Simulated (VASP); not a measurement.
These are LDA (Ceperley-Alder, Perdew-Zunger), VASP's LDA PAW potentials (set 64) (plane waves; VASP) values and carry that method's errors.

A VASP calculation is set up with these files.

### KPOINTS
```
Automatic mesh
0
Gamma
9 9 6
0 0 0
```

**INCAR**
```
ALGO  =  Normal
EDIFF  =  1E-6
EDIFFG  =  -0.02
ENCUT  =  500
IBRION  =  2
ISIF  =  3
ISMEAR  =  1
LASPH  =  .TRUE.
LCHARG  =  .FALSE.
LMAXMIX  =  4
LREAL  =  .FALSE.
LWAVE  =  .FALSE.
NELM  =  100
NSW  =  40
PREC  =  Accurate
PSTRESS  =  200
SIGMA  =  0.1
SYSTEM  =  NiSb
```

**POSCAR**
```
NiSb
1
    1.9002309466    -3.2912967400     0.0000000000
    1.9002309466     3.2912967400     0.0000000000
    0.0000000000     0.0000000000     4.9349208572
Ni Sb
2 2
Direct
  0.0000000000   0.0000000000   0.5000000000
  0.0000000000   0.0000000000   0.0000000000
  0.3333330000   0.6666670000   0.2500000000
  0.6666670000   0.3333330000   0.7500000000
```

POTCAR, in this order: Ni Sb (LDA.64 set). Program: vasp_std.

The run wrote:

File OSZICAR:
```
       N       E                     dE             d eps       ncg     rms          rms(c)
DAV:   1     0.169387403021E+03    0.16939E+03   -0.12214E+04  1824   0.161E+03
DAV:   2    -0.161469816353E+02   -0.18553E+03   -0.18071E+03  1851   0.324E+02
DAV:   3    -0.253093258577E+02   -0.91623E+01   -0.89104E+01  2136   0.907E+01
DAV:   4    -0.255580527575E+02   -0.24873E+00   -0.24778E+00  2065   0.142E+01
DAV:   5    -0.255665872295E+02   -0.85345E-02   -0.85324E-02  2246   0.272E+00    0.144E+01
DAV:   6    -0.270398512604E+02   -0.14733E+01   -0.29211E+01  2002   0.103E+02    0.145E+01
DAV:   7    -0.240981266130E+02    0.29417E+01   -0.11450E+01  1982   0.739E+01    0.470E+00
DAV:   8    -0.241104108835E+02   -0.12284E-01   -0.11454E+00  2258   0.795E+00    0.239E+00
DAV:   9    -0.240498282646E+02    0.60583E-01   -0.22139E-01  2046   0.883E+00    0.609E-01
DAV:  10    -0.240504565233E+02   -0.62826E-03   -0.99126E-03  1920   0.900E-01    0.420E-01
DAV:  11    -0.240498028380E+02    0.65369E-03   -0.46814E-04  2423   0.208E-01    0.145E-01
DAV:  12    -0.240496128556E+02    0.18998E-03   -0.44316E-04  2634   0.348E-01    0.201E-02
DAV:  13    -0.240496169243E+02   -0.40687E-05   -0.64464E-05  2113   0.659E-02    0.269E-02
DAV:  14    -0.240496168553E+02    0.69073E-07   -0.10173E-06  1068   0.122E-02
   1 F= -.16344078E+02 E0= -.16344220E+02  d E =-.163441E+02
       N       E                     dE             d eps       ncg     rms          rms(c)
DAV:   1    -0.319769495255E+02   -0.79273E+01   -0.10580E+02  1982   0.175E+02    0.297E+01
DAV:   2    -0.359984354287E+02   -0.40215E+01   -0.16270E+02  1965   0.251E+02    0.293E+01
DAV:   3    -0.227580406520E+02    0.13240E+02   -0.47687E+01  1965   0.155E+02    0.777E+00
DAV:   4    -0.228549514483E+02   -0.96911E-01   -0.48461E+00  2456   0.204E+01    0.460E+00
DAV:   5    -0.227458676841E+02    0.10908E+00   -0.22064E-01  2419   0.806E+00    0.327E+00
DAV:   6    -0.227045569165E+02    0.41311E-01   -0.87202E-02  1954   0.178E+00    0.119E+00
DAV:   7    -0.227045514730E+02    0.54435E-05   -0.90464E-03  2460   0.172E+00    0.617E-01
DAV:   8    -0.227042504709E+02    0.30100E-03   -0.12945E-03  2181   0.648E-01    0.901E-02
DAV:   9    -0.227042138583E+02    0.36613E-04   -0.18556E-04  2802   0.174E-01    0.523E-02
DAV:  10    -0.227042125691E+02    0.12892E-05   -0.10330E-05  2136   0.297E-02    0.244E-02
DAV:  11    -0.227042111636E+02    0.14055E-05   -0.36411E-06  1561   0.376E-02    0.886E-04
DAV:  12    -0.227042112136E+02   -0.50018E-07   -0.69203E-07  1011   0.848E-03
   2 F= -.16022032E+02 E0= -.16022233E+02  d E =0.322046E+00
       N       E                     dE             d eps       ncg     rms          rms(c)
DAV:   1    -0.276779453047E+02   -0.49737E+01   -0.48622E+01  1959   0.130E+02    0.170E+01
DAV:   2    -0.289944610955E+02   -0.13165E+01   -0.63299E+01  2050   0.163E+02    0.177E+01
DAV:   3    -0.240037263344E+02    0.49907E+01   -0.22762E+01  2007   0.915E+01    0.519E+00
DAV:   4    -0.239002311587E+02    0.10350E+00   -0.86893E-01  2052   0.119E+01    0.329E+00
DAV:   5    -0.238011271799E+02    0.99104E-01   -0.11156E-01  2605   0.603E+00    0.950E-01
DAV:   6    -0.237961178333E+02    0.50093E-02   -0.17313E-02  2430   0.108E+00    0.232E-01
DAV:   7    -0.237961915655E+02   -0.73732E-04   -0.56981E-04  1963   0.238E-01    0.233E-01
DAV:   8    -0.237962812143E+02   -0.89649E-04   -0.23846E-04  2305   0.213E-01    0.105E-01
DAV:   9    -0.237961677651E+02    0.11345E-03   -0.43276E-05  2547   0.108E-01    0.118E-01
DAV:  10    -0.237961429770E+02    0.24788E-04   -0.36691E-05  2023   0.859E-02    0.683E-02
DAV:  11    -0.237961373299E+02    0.56471E-05   -0.99911E-06  1930   0.305E-02    0.243E-02
DAV:  12    -0.237961366293E+02    0.70064E-06   -0.17145E-06   939   0.242E-02
   3 F= -.16438777E+02 E0= -.16439157E+02  d E =-.946988E-01
       N       E                     dE             d eps       ncg     rms          rms(c)
DAV:   1    -0.237863839797E+02    0.97534E-02   -0.11319E-02  1968   0.191E+00    0.287E-01
DAV:   2    -0.237872179037E+02   -0.83392E-03   -0.17669E-02  1995   0.279E+00    0.331E-01
DAV:   3    -0.237854199642E+02    0.17979E-02   -0.69542E-03  2001   0.180E+00    0.496E-02
DAV:   4    -0.237853967000E+02    0.23264E-04   -0.24984E-04  1883   0.102E-01    0.207E-02
DAV:   5    -0.237853891582E+02    0.75418E-05   -0.15850E-05  2375   0.737E-02    0.810E-03
DAV:   6    -0.237853887341E+02    0.42405E-06   -0.18503E-06  1165   0.112E-02
   4 F= -.16438872E+02 E0= -.16439257E+02  d E =-.947940E-01
       N       E                     dE             d eps       ncg     rms          rms(c)
DAV:   1    -0.237787120608E+02    0.66771E-02   -0.48579E-03  1971   0.124E+00    0.188E-01
DAV:   2    -0.237790663182E+02   -0.35426E-03   -0.75656E-03  1995   0.182E+00    0.216E-01
DAV:   3    -0.237782986523E+02    0.76767E-03   -0.29750E-03  2001   0.118E+00    0.332E-02
DAV:   4    -0.237782885016E+02    0.10151E-04   -0.10891E-04  1880   0.671E-02    0.135E-02
DAV:   5    -0.237782851388E+02    0.33628E-05   -0.72553E-06  2162   0.498E-02    0.496E-03
DAV:   6    -0.237782849726E+02    0.16620E-06   -0.84956E-07   935   0.759E-03
   5 F= -.16438832E+02 E0= -.16439218E+02  d E =-.947545E-01
       N       E                     dE             d eps       ncg     rms          rms(c)
DAV:   1    -0.237944852605E+02   -0.16200E-01   -0.22434E-02  2007   0.259E+00    0.392E-01
DAV:   2    -0.237960358919E+02   -0.15506E-02   -0.33255E-02  2015   0.383E+00    0.457E-01
DAV:   3    -0.237926464028E+02    0.33895E-02   -0.13117E-02  1995   0.247E+00    0.701E-02
DAV:   4    -0.237925942272E+02    0.52176E-04   -0.42750E-04  1894   0.155E-01    0.270E-02
DAV:   5    -0.237925826434E+02    0.11584E-04   -0.28969E-05  2314   0.998E-02    0.986E-03
DAV:   6    -0.237925820558E+02    0.58758E-06   -0.51787E-06  2062   0.206E-02
   6 F= -.16438862E+02 E0= -.16439260E+02  d E =-.297333E-04
```

**OUTCAR**
```
------------------------ aborting loop because EDIFF is reached ----------------------------------------
  FORCE on cell =-STRESS in cart. coord.  units (eV):
  Direction    XX          YY          ZZ          XY          YZ          ZX
  --------------------------------------------------------------------------------------
  Total        7.2964391      7.2964401      7.2749983     -0.0000000      0.0000000     -0.0000000
  in kB      198.4421233    198.4421513    197.8589949     -0.0000000      0.0000000     -0.0000000
  external PRESSURE =      -1.7522435 kB  Pullay stress =     200.0000000 kB
  volume of cell :       58.91
      direct lattice vectors                 reciprocal lattice vectors
     1.871506899 -3.241545264 -0.000000000     0.267164391 -0.154247422 -0.000000000
     1.871506899  3.241545264  0.000000000     0.267164391  0.154247422 -0.000000000
     0.000000000  0.000000000  4.855278665     0.000000000 -0.000000000  0.205961402
 POSITION                                       TOTAL-FORCE (eV/Angst)
 -----------------------------------------------------------------------------------
      0.00000      0.00000      2.42764        -0.000000     -0.000000      0.000000
      1.87151     -3.24155     -0.00000        -0.000000      0.000000      0.000000
      1.87151      1.08052      1.21382        -0.000000      0.000000      0.000000
      1.87151     -1.08052      3.64146         0.000000     -0.000000      0.000000
 -----------------------------------------------------------------------------------
    total drift:                                0.000000     -0.000000     -0.000000
  FREE ENERGIE OF THE ION-ELECTRON SYSTEM (eV)
  ---------------------------------------------------
  free  energy   TOTEN  =       -23.7925820558 eV

  energy  without entropy=      -23.7937765140  energy(sigma->0) =      -23.79298021
  enthalpy is  TOTEN    =       -16.4388620063 eV   P V=        7.3537200495

 reached required accuracy - stopping structural energy minimisation
```
(Selected blocks of OUTCAR.)

File CONTCAR:
```
NiSb
   1.00000000000000
     1.8715068987533163   -3.2415452638739302   -0.0000000000000000
     1.8715068987533163    3.2415452638739302    0.0000000000000000
     0.0000000000000000    0.0000000000000000    4.8552786652610029
  Ni              Sb
     2     2
Direct
     0.0000000000000000    0.0000000000000000    0.5000000000000000
     1.0000000000000000    0.0000000000000000    0.0000000000000000
     0.3333330000000032    0.6666669999999968    0.2500000000000000
     0.6666669999999968    0.3333330000000032    0.7500000000000000
```

Energy and stress use the plane-wave basis of the starting cell.

The compound is NiSb in the NiAs type structure. This run relaxes it under an external pressure of 20 GPa. Symmetry was kept, so distortions that lower it aren't found. The run is not spin-polarised, so no magnetic state was tried.
